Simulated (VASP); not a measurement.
**ZnGeSb2 with PBE: from relaxation to properties**

Aim: relax ZnGeSb2, then compute properties on the relaxed cell. The steps: rough relaxation of the start cell, relaxing cell and atoms (PBE), density, ELF and potential (PBE), band structure (PBE), total and projected DOS (PBE), bands along the symmetry lines (TB-mBJ), zone-centre phonons (PBE) and bands along the symmetry lines (PBE), changed input. The cell is invented: it takes the structure of a Materials Project entry for ZnGeP2 (space group 115 there), with some of its atoms replaced by other elements, volume scaled by an estimate. It may not be a known or stable phase.

Program: VASP 6.6.1. Level of theory: PBE; plane waves and PAW (Sb, Ge_d, Zn), in the first sound run; inputs show where later runs differ. Results are calculated unless marked as measured.

Most raw output is cut from this account.

### 1. The starting structure

Before any relaxation, the start is as follows. Symmetry: P-4m2, No. 115, tetragonal system. The conventional cell has a = 4.100 Å, b = 4.100 Å, c = 5.879 Å, α = 90.00°, β = 90.00°, γ = 90.00°. Sb has 2 Zn at 2.51 Å and 2 Ge at 2.54 Å nearest. Ge has 4 Sb at 2.54 Å nearest. Zn has 4 Sb at 2.51 Å nearest. It derives from ZnGeP2. it takes the structure of a Materials Project entry for ZnGeP2 (space group 115 there), with some of its atoms replaced by other elements, volume scaled by an estimate. Farther neighbours are not listed.

### 2. Rough relaxation of the start cell

The start is only an estimate, so a cheap relaxation brings it near a minimum before any careful run. PBE, the usual starting point, adds the gradient of the density.

Input file INCAR:

```
SYSTEM = ZnGeSb2
PREC = Normal
ENCUT = 410
EDIFF = 1E-05
NELM = 60
ISMEAR = 0
SIGMA = 0.05
LREAL = .FALSE.
ALGO = Fast
GGA = PE
NBANDS = 24
LORBIT = 11
LWAVE = .FALSE.
LCHARG = .FALSE.
KPAR = 2
IBRION = 2
NSW = 40
ISIF = 3
EDIFFG = -0.04
```

Input file POSCAR:

```
ZnGeSb2
1.0
    4.0999260000      0.0000000000      0.0000000000
    0.0000000000      4.0999260000      0.0000000000
    0.0000000000      0.0000000000      5.8787030000
Sb Ge Zn
2 1 1
Direct
    0.0000000000      0.5000000000      0.2462100000
    0.5000000000      0.0000000000      0.7537900000
    0.5000000000      0.5000000000      0.5000000000
    0.0000000000      0.0000000000      0.0000000000
```

Input file KPOINTS:

```
Automatic mesh
0
Gamma
4 4 3
0 0 0
```

The projector-augmented-wave data sets are Sb, Ge_d and Zn (PBE family, release 64).

Command:

```console
> mpirun -np 2 vasp_std
```

It took 18 s on 2 MPI ranks of Intel Xeon 6975P-C (Granite Rapids), shared host; peak memory 0.27 GiB.

The k-mesh is coarse for a metal. This relaxation is a rough one on cheap settings, only to bring the start near its minimum. After so large a change of volume the plane waves of the start cell no longer fit, so the final stress carries a basis-set error. The run keeps the 8 symmetry operations of its start, so it cannot find a distortion of lower symmetry.

Relaxation path:

| step | energy less that of the first step (eV) | largest force (eV/Å) | pressure (GPa) | volume (Å³) |
| --- | --- | --- | --- | --- |
| 1 | 0.0000 | 0.8115 | 12.68 | 98.82 |
| 2 | -0.5801 | 0.1111 | -3.04 | 129.51 |
| 3 | -0.6922 | 0.0741 | 0.04 | 118.81 |
| 4 | -0.6921 | 0.0646 | -0.26 | 119.24 |
| 5 | -0.6986 | 0.0587 | -0.13 | 119.18 |
| 6 | -0.7084 | 0.0149 | -0.22 | 118.95 |
| 7 | -0.7087 | 0.0009 | -0.17 | 118.89 |

| conventional cell, symmetrised | before | after | change |
| --- | --- | --- | --- |
| a (Å) | 4.100 | 4.442 | +8.4 % |
| b (Å) | 4.100 | 4.442 | +8.4 % |
| c (Å) | 5.879 | 6.024 | +2.5 % |
| volume (Å³/atom) | 24.70 | 29.72 | +20.3 % |

The atoms that moved most (Å, as changes of fractional coordinates times the final cell):

| atom | dx | dy | dz | length |
| --- | --- | --- | --- | --- |
| Sb1 | 0.000 | 0.000 | -0.045 | 0.045 |
| Sb2 | 0.000 | 0.000 | 0.045 | 0.045 |

Final coordinates:

```xyz
4
Lattice="4.4425 0.0000 0.0000 0.0000 4.4425 0.0000 0.0000 0.0000 6.0243" Properties=species:S:1:pos:R:3 pbc="T T T"
Sb    0.0000    2.2212    1.4381
Sb    2.2212    0.0000    4.5863
Ge    2.2212    2.2212    3.0122
Zn    0.0000    0.0000    0.0000
```

This step gave:

| Quantity | Value |
| --- | --- |
| electrons | 36 |
| bands | 24 |
| irreducible k-points | 12 |
| symmetry operations | 8 |
| free energy (TOTEN) | -13.81 eV |
| energy at zero smearing | -13.80 eV |
| Fermi energy | 4.026 eV |
| pressure | -0.1675 GPa |
| metallic | yes |
| SCF cycles over all ionic steps | 57 |

It ends with a largest force of 0.001 eV/Å and a pressure of -0.17 GPa.

### 3. Relaxing cell and atoms (PBE)

Properties are meant for the cell that this level of theory prefers, so cell and atoms are relaxed first (ISIF = 3) until forces and stress are small; EDIFFG sets the threshold.

Input file INCAR:

```
SYSTEM = ZnGeSb2
PREC = Accurate
ENCUT = 410
EDIFF = 1E-06
NELM = 100
ISMEAR = 0
SIGMA = 0.05
LREAL = .FALSE.
ALGO = Normal
GGA = PE
NBANDS = 24
LORBIT = 11
LWAVE = .FALSE.
LCHARG = .FALSE.
KPAR = 2
IBRION = 2
NSW = 60
ISIF = 3
EDIFFG = -0.01
```

Input file POSCAR:

```
ZnGeSb2
1.0
    4.4424837165      0.0000000000      0.0000000000
    0.0000000000      4.4424837165      0.0000000000
    0.0000000000      0.0000000000      6.0243147828
Sb Ge Zn
2 1 1
Direct
    0.0000000000      0.5000000000      0.2387076660
    0.5000000000      0.0000000000      0.7612923340
    0.5000000000      0.5000000000      0.5000000000
    0.0000000000      0.0000000000      0.0000000000
```

Input file KPOINTS:

```
Automatic mesh
0
Gamma
6 6 5
0 0 0
```

Command:

```console
> mpirun -np 2 vasp_std
```

Elapsed: 73 s, on 2 MPI ranks; peak memory 0.44 GiB; 2.4 min of CPU time.

The steps of the relaxation:

| step | energy less that of the first step (eV) | largest force (eV/Å) | pressure (GPa) | volume (Å³) |
| --- | --- | --- | --- | --- |
| 1 | 0.0000 | 0.0831 | -0.34 | 118.89 |
| 2 | -0.0057 | 0.0331 | 0.10 | 117.80 |
| 3 | -0.0066 | 0.0051 | 0.34 | 117.23 |
| 4 | -0.0090 | 0.0391 | 0.01 | 117.92 |
| 5 | -0.0091 | 0.0493 | 0.00 | 118.08 |
| 6 | -0.0089 | 0.0695 | -0.10 | 118.40 |
| 7 | -0.0091 | 0.0541 | -0.11 | 118.16 |
| 8 | -0.0091 | 0.0516 | -0.03 | 118.11 |
| 9 | -0.0091 | 0.0526 | -0.07 | 118.13 |
| 10 | -0.0094 | 0.0339 | -0.03 | 118.02 |
| 11 | -0.0095 | 0.0176 | 0.01 | 117.92 |
| 12 | -0.0095 | 0.0046 | 0.00 | 117.98 |

| conventional cell, symmetrised | before | after | change |
| --- | --- | --- | --- |
| a (Å) | 4.442 | 4.385 | -1.3 % |
| b (Å) | 4.442 | 4.385 | -1.3 % |
| c (Å) | 6.024 | 6.136 | +1.9 % |
| volume (Å³/atom) | 29.72 | 29.49 | -0.8 % |

Final coordinates:

```
Sb Ge Zn
1.0
     4.38492    0.00000    0.00000
     0.00000    4.38492    0.00000
     0.00000    0.00000    6.13581
Sb Ge Zn
2 1 1
Direct
  0.00000 0.50000 0.23825
  0.50000 0.00000 0.76175
  0.50000 0.50000 0.50000
  0.00000 0.00000 0.00000
```

This step gave:

```
irreducible k-points            : 30
free energy (TOTEN)             : -13.90 eV
energy at zero smearing         : -13.90 eV
Fermi energy                    : 4.182 eV
pressure                        : 6.12e-4 GPa
SCF cycles over all ionic steps : 79
```

It ends with a largest force of 0.005 eV/Å and a pressure of 0.00 GPa.

### 4. Density, ELF and potential (PBE)

A single point on the relaxed cell gives a clean self-consistent state, with density, ELF and potential written out.

Changes to INCAR since step 3:

```diff
@@ -13,7 +13,5 @@
 LWAVE = .FALSE.
-LCHARG = .FALSE.
-KPAR = 2
-IBRION = 2
-NSW = 60
-ISIF = 3
-EDIFFG = -0.01
+LCHARG = .TRUE.
+ISIF = 2
+LELF = .TRUE.
+LVHAR = .TRUE.
```

Input file POSCAR:

```
ZnGeSb2
1.0
    4.3849205807      0.0000000000      0.0000000000
    0.0000000000      4.3849205807      0.0000000000
    0.0000000000      0.0000000000      6.1358124824
Sb Ge Zn
2 1 1
Direct
    0.0000000000      0.5000000000      0.2382535967
    0.5000000000      0.0000000000      0.7617464033
    0.5000000000      0.5000000000      0.5000000000
    0.0000000000      0.0000000000      0.0000000000
```

KPOINTS is that of step 3.

Command:

```console
> mpirun -np 2 vasp_std
```

The job ended after 13 s (2 MPI ranks; peak memory 0.36 GiB).

This step gave:

* SCF cycles: 13
* pressure: 0.01312 GPa

Valence electrons inside each PAW sphere by angular momentum. Sphere charges, by row:

| atom | s (e) | p (e) | d (e) | tot (e) |
| --- | --- | --- | --- | --- |
| Sb1 | 1.148 | 1.274 | 0.028 | 2.45 |
| Sb2 | 1.148 | 1.274 | 0.028 | 2.45 |
| Ge3 | 1.167 | 1.077 | 10.01 | 12.25 |
| Zn4 | 0.597 | 0.476 | 9.725 | 10.8 |

Electrostatic potential energy in the ac plane at fractional y = 0.000, with atoms of Sb and Zn within 0.2 Å of it. With pseudopotentials it is smooth inside the atoms' cores, unlike the true potential.

Ten even steps from '0' (-80 eV) to '9' (4 eV), each cell a mean:
```
88889998999888
88899765689888
88998411258998
99986100037999
99985100027999
99997200048999
99998643479999
99999887899999
99999999999999
99999999999999
99999999999999
99999999999999
99999999999999
99999999999999
99999999999999
99999999999999
88899999999988
88899999999888
88889999999888
```
Columns run along a (4.4 Å; values clipped at the 3rd and 97th percentile), rows up along c (6.1 Å). Atoms in or near the plane, at fractional coordinates: Sb at (0.50, 0.76), Zn at (0.00, 0.00).

Valence density in the ac plane at fractional y = 0.000, with atoms of Sb and Zn within 0.2 Å of it. It is the smooth field of the valence electrons, not physical close to the nuclei.

Ten steps, logarithmic in the rise over the least value, from '_' (0 e/Å³) to '@' (17 e/Å³), each cell a mean:
```
@@%%++------------------**%%
##++--------------------==**
--------------::------------
::::::------..__::------::::
::::::----::..__::------::::
::::::::----::::::----::::::
::::::::------------::::::::
::::::::::::------::::::::::
::::::::::::::::::::::::::::
::::::::::::::::::::::::::::
::::::::::::::::::::::::::::
::::::::::::::::::::::::::::
::::::::::::::::::::::::::::
::::::::::::::::::::::::::::
::::::::::::::::::::::::::::
--::::::::::::::::::::::::--
++==--::::::::::::::::::--++
%%##==--::::::::::::::--++%%
@@%%++--::::::::::::::--##@@
```
Columns run along a (4.4 Å), rows up along c (6.1 Å). Atoms in or near the plane, at fractional coordinates: Sb at (0.50, 0.76), Zn at (0.00, 0.00).

ELF in the ac plane at fractional y = 0.000, with atoms of Sb and Zn within 0.2 Å of it. It is the smooth field of the valence electrons, not physical close to the nuclei.

Values, 19 rows by 14 columns, each cell a mean:
```
0.01 0.05 0.19 0.31 0.57 0.75 0.77 0.76 0.77 0.71 0.47 0.27 0.13 0.03
0.10 0.16 0.27 0.48 0.78 0.84 0.82 0.81 0.83 0.84 0.69 0.38 0.22 0.13
0.22 0.24 0.39 0.72 0.87 0.85 0.79 0.75 0.81 0.87 0.84 0.60 0.31 0.23
0.24 0.33 0.61 0.83 0.88 0.81 0.67 0.60 0.72 0.85 0.88 0.78 0.49 0.28
0.24 0.37 0.66 0.83 0.87 0.79 0.62 0.53 0.68 0.83 0.87 0.80 0.55 0.31
0.15 0.29 0.59 0.78 0.83 0.80 0.68 0.62 0.72 0.83 0.82 0.73 0.47 0.22
0.07 0.17 0.42 0.65 0.75 0.77 0.73 0.71 0.75 0.78 0.73 0.58 0.31 0.12
0.03 0.08 0.23 0.45 0.61 0.68 0.70 0.70 0.70 0.66 0.56 0.37 0.16 0.05
0.01 0.03 0.08 0.20 0.35 0.47 0.53 0.55 0.52 0.43 0.29 0.15 0.05 0.02
0.01 0.01 0.03 0.07 0.14 0.23 0.29 0.31 0.28 0.20 0.11 0.05 0.02 0.01
0.02 0.02 0.02 0.02 0.04 0.08 0.11 0.12 0.10 0.06 0.04 0.02 0.02 0.02
0.05 0.04 0.03 0.02 0.02 0.02 0.03 0.03 0.03 0.02 0.02 0.02 0.03 0.04
0.10 0.09 0.06 0.04 0.02 0.01 0.01 0.01 0.01 0.02 0.03 0.04 0.07 0.10
0.19 0.17 0.13 0.08 0.04 0.02 0.01 0.01 0.01 0.02 0.05 0.09 0.14 0.18
0.24 0.23 0.20 0.14 0.08 0.03 0.01 0.01 0.02 0.04 0.10 0.17 0.22 0.24
0.22 0.22 0.22 0.20 0.13 0.06 0.03 0.02 0.04 0.08 0.16 0.21 0.22 0.22
0.16 0.20 0.23 0.21 0.19 0.12 0.08 0.07 0.09 0.15 0.20 0.22 0.22 0.18
0.03 0.08 0.20 0.22 0.25 0.26 0.25 0.24 0.25 0.26 0.23 0.23 0.16 0.05
0.05 0.03 0.16 0.24 0.35 0.48 0.52 0.52 0.51 0.45 0.29 0.23 0.10 0.01
```
Columns run along a (4.4 Å), rows up along c (6.1 Å). Atoms in or near the plane, at fractional coordinates: Sb at (0.50, 0.76), Zn at (0.00, 0.00).

In this run the pressure is 0.01 GPa, small enough to go on.

### 5. Band structure (PBE)

Levels along the symmetry lines show where the bands peak and cross; KPOINTS_OPT computes them in the converged potential.

Input file INCAR:

```
SYSTEM = ZnGeSb2
PREC = Accurate
ENCUT = 410
EDIFF = 1E-06
NELM = 100
ISMEAR = 0
SIGMA = 0.05
LREAL = .FALSE.
ALGO = Normal
GGA = PE
NBANDS = 32
LORBIT = 11
LWAVE = .FALSE.
LCHARG = .FALSE.
KPAR = 2
```

POSCAR is that of step 4.

KPOINTS is that of step 4.

Input file KPOINTS_OPT:

```
Line mode
16
Line-mode
Reciprocal
  0.00000000   0.00000000   0.00000000 GAMMA
  0.00000000   0.50000000   0.00000000 X

  0.00000000   0.50000000   0.00000000 X
  0.50000000   0.50000000   0.00000000 M

  0.50000000   0.50000000   0.00000000 M
  0.00000000   0.00000000   0.00000000 GAMMA

  0.00000000   0.00000000   0.00000000 GAMMA
  0.00000000   0.00000000   0.50000000 Z

  0.00000000   0.00000000   0.50000000 Z
  0.00000000   0.50000000   0.50000000 R

  0.00000000   0.50000000   0.50000000 R
  0.50000000   0.50000000   0.50000000 A

  0.50000000   0.50000000   0.50000000 A
  0.00000000   0.00000000   0.50000000 Z

  0.00000000   0.50000000   0.00000000 X
  0.00000000   0.50000000   0.50000000 R

  0.50000000   0.50000000   0.00000000 M
  0.50000000   0.50000000   0.50000000 A
```

Command:

```console
> mpirun -np 2 vasp_std
```

It took 57 s on 2 MPI ranks; peak memory 0.51 GiB; 1.9 min of CPU time.

Spin-orbit coupling is off here; with elements this heavy it splits and shifts levels by tenths of an eV or more.

This step gave:

```
bands    : 32
pressure : 0.01065 GPa
```

Electronic bands along the path, in eV, zero at the Fermi level; # counts the bands kept:

| point | #8 | #9 | #10 | #11 | #12 | #13 | #14 | #15 |
| --- | --- | --- | --- | --- | --- | --- | --- | --- |
| Γ | -2.75 | -0.77 | -0.15 | 0.14 | 0.14 | 1.02 | 1.75 | 2.48 |
| 0.53 of the way | -2.83 | -2.40 | -1.53 | -0.16 | 0.56 | 2.36 | 2.87 | 3.16 |
| X | -3.37 | -2.93 | -1.97 | -0.57 | 0.84 | 3.07 | 3.40 | 3.66 |
| 0.53 of the way | -3.24 | -2.78 | -2.71 | -1.68 | 1.00 | 2.07 | 2.39 | 2.94 |
| M | -3.29 | -2.58 | -2.58 | -1.68 | 0.08 | 1.24 | 1.24 | 1.96 |
| 0.53 of the way | -3.32 | -2.96 | -1.57 | -1.26 | 1.12 | 2.09 | 3.31 | 3.99 |
| Γ | -2.75 | -0.77 | -0.15 | 0.14 | 0.14 | 1.02 | 1.75 | 2.48 |
| 0.53 of the way | -2.54 | -2.21 | -0.58 | -0.58 | 0.39 | 1.11 | 2.56 | 2.95 |
| Z | -2.27 | -2.27 | -1.13 | -1.13 | 0.77 | 0.80 | 3.11 | 3.29 |
| 0.53 of the way | -2.08 | -2.08 | -1.50 | -0.81 | 0.68 | 2.41 | 2.78 | 3.26 |
| R | -1.91 | -1.60 | -0.77 | -0.66 | -0.48 | 1.46 | 2.85 | 3.21 |
| 0.47 of the way | -3.53 | -2.28 | -2.08 | -1.40 | 1.22 | 2.69 | 2.69 | 4.10 |
| A | -3.82 | -3.12 | -3.12 | -2.59 | 2.38 | 3.68 | 3.68 | 3.87 |
| 0.47 of the way | -3.46 | -3.02 | -1.27 | -1.12 | 1.37 | 1.95 | 3.77 | 3.88 |
| Z | -2.27 | -2.27 | -1.13 | -1.13 | 0.77 | 0.80 | 3.11 | 3.29 |
| jump to X | -3.37 | -2.93 | -1.97 | -0.57 | 0.84 | 3.07 | 3.40 | 3.66 |
| 0.47 of the way | -2.75 | -1.96 | -1.94 | -0.53 | 0.40 | 2.62 | 3.13 | 3.24 |
| R | -1.91 | -1.60 | -0.77 | -0.66 | -0.48 | 1.46 | 2.85 | 3.21 |
| jump to M | -3.29 | -2.58 | -2.58 | -1.68 | 0.08 | 1.24 | 1.24 | 1.96 |
| 0.47 of the way | -3.56 | -2.85 | -2.85 | -2.12 | 0.86 | 2.03 | 2.03 | 2.89 |
| A | -3.82 | -3.12 | -3.12 | -2.59 | 2.38 | 3.68 | 3.68 | 3.87 |

Of the projections kept (Sb, Ge, Zn), the largest for each band there; the rest of the weight can lie on other orbitals:

| point | #8 | #9 | #10 | #11 | #12 | #13 | #14 | #15 |
| --- | --- | --- | --- | --- | --- | --- | --- | --- |
| Γ | Sb 0.54 | Sb 0.52 | Sb 0.56 | Sb 0.71 | Sb 0.71 | Sb 0.57 | Zn 0.58 | Ge 0.46 |
| X | Sb 0.56 | Sb 0.54 | Sb 0.49 | Sb 0.70 | Sb 0.53 | Zn 0.55 | Ge 0.51 | Sb 0.56 |
| M | Sb 0.50 | Sb 0.57 | Sb 0.57 | Sb 0.68 | Sb 0.57 | Sb 0.43 | Sb 0.43 | Zn 0.58 |
| Γ | Sb 0.54 | Sb 0.52 | Sb 0.56 | Sb 0.71 | Sb 0.71 | Sb 0.57 | Zn 0.58 | Ge 0.46 |
| Z | Sb 0.49 | Sb 0.49 | Sb 0.69 | Sb 0.69 | Ge 0.66 | Sb 0.63 | Zn 0.50 | Sb 0.48 |
| R | Sb 0.50 | Sb 0.52 | Sb 0.62 | Sb 0.57 | Sb 0.71 | Zn 0.50 | Ge 0.48 | Ge 0.50 |

There is no gap at this level.

### 6. Total and projected DOS (PBE)

Here the states are counted by energy and projected on the atoms. The mesh is finer than in the run before.

Changes to INCAR since step 5:

```diff
@@ -5,3 +5,3 @@
 NELM = 100
-ISMEAR = 0
+ISMEAR = -5
 SIGMA = 0.05
@@ -15 +15,2 @@
 KPAR = 2
+NEDOS = 2001
```

POSCAR is that of step 5.

Input file KPOINTS:

```
Automatic mesh
0
Gamma
9 9 7
0 0 0
```

Command:

```console
> mpirun -np 2 vasp_std
```

It took 29 s on 2 MPI ranks; peak memory 0.57 GiB.

With tetrahedra the forces and stress of a metal are not exact derivatives of the energy.

This step gave:

```yaml
irreducible_k_points: 60
fermi_energy: 4.096 eV
pressure: -0.02608 GPa
dos_at_the_fermi_level: 0.2675 states/eV/cell
```

The density of states has structure finer than the step of the table below, so its rows give means over 0.25 eV, whole bins alone (the curve runs from -6.4 to 5.17 eV). Peaks (eV: height): total -3.307: 3.90, -2.745: 4.13, -2.263: 3.96, 2.377: 4.04, 2.939: 4.36, 3.482: 4.02, 4.285: 3.85; Zn d -3.749: 0.0793, -2.745: 0.0624, -2.182: 0.0658, -1.640: 0.0494, -1.238: 0.063, -0.756: 0.069, 4.044: 0.0537.

States under -6.4 eV and over 5.2 eV are left out, among them most of the Zn d (centred near -7.0 eV) states. Table of density of states by energy, zero at the Fermi level; means over each step; values in states/eV/cell:

| energy (eV) | total | Zn d |
| --- | --- | --- |
| -6.25 | 0.798 | 0.297 |
| -6.00 | 0.412 | 0.114 |
| -5.75 | 0.239 | 0.0512 |
| -5.50 | 0.143 | 0.0276 |
| -5.25 | 0.0952 | 0.0126 |
| -5.00 | 0.567 | 0.00650 |
| -4.75 | 1.87 | 0.0252 |
| -4.50 | 1.33 | 0.0245 |
| -4.25 | 1.14 | 0.0221 |
| -4.00 | 0.887 | 0.0185 |
| -3.75 | 1.54 | 0.0337 |
| -3.50 | 1.95 | 0.0294 |
| -3.25 | 2.79 | 0.0288 |
| -3.00 | 2.03 | 0.0229 |
| -2.75 | 3.39 | 0.0489 |
| -2.50 | 3.40 | 0.0544 |
| -2.25 | 3.64 | 0.0589 |
| -2.00 | 2.28 | 0.0350 |
| -1.75 | 2.02 | 0.0338 |
| -1.50 | 2.03 | 0.0375 |
| -1.25 | 2.51 | 0.0496 |
| -1.00 | 2.28 | 0.0508 |
| -0.75 | 2.30 | 0.0584 |
| -0.50 | 1.62 | 0.0452 |
| -0.25 | 0.664 | 0.0199 |
| 0.00 | 0.294 | 0.00769 |
| 0.25 | 0.377 | 0.00597 |
| 0.50 | 0.963 | 0.0158 |
| 0.75 | 1.48 | 0.0237 |
| 1.00 | 1.99 | 0.0325 |
| 1.25 | 2.24 | 0.0359 |
| 1.50 | 1.07 | 0.0137 |
| 1.75 | 0.807 | 0.00772 |
| 2.00 | 1.33 | 0.0127 |
| 2.25 | 3.36 | 0.0317 |
| 2.50 | 3.03 | 0.0309 |
| 2.75 | 2.34 | 0.0244 |
| 3.00 | 3.80 | 0.0408 |
| 3.25 | 2.80 | 0.0314 |
| 3.50 | 2.90 | 0.0357 |
| 3.75 | 2.44 | 0.0345 |
| 4.00 | 2.90 | 0.0467 |
| 4.25 | 3.12 | 0.0451 |
| 4.50 | 1.67 | 0.0244 |
| 4.75 | 2.30 | 0.0340 |
| 5.00 | 2.60 | 0.0375 |

The finer mesh and the other smearing move the Fermi level by -0.09 eV from the 6×6×5 run, one measure of the sampling error in the zero of the bands above.

(Part 1 of 2 ends here.)

[Lines on the potential files, build, host, timing and source positions are cut from VASP's logs without a mark.]

[Logs are printed without paths, hosts, clocks, repeated set-up lines and the standing remarks that a program may print on its own settings, such as how far it seeks lower states.]

[Hosts, paths, dates, database ids (printed as entryN), source tags and the programs' standing remarks are cut or masked in the printed files.]

[A measured line is paired with the nearest computed mode of its activity, which favours agreement.]
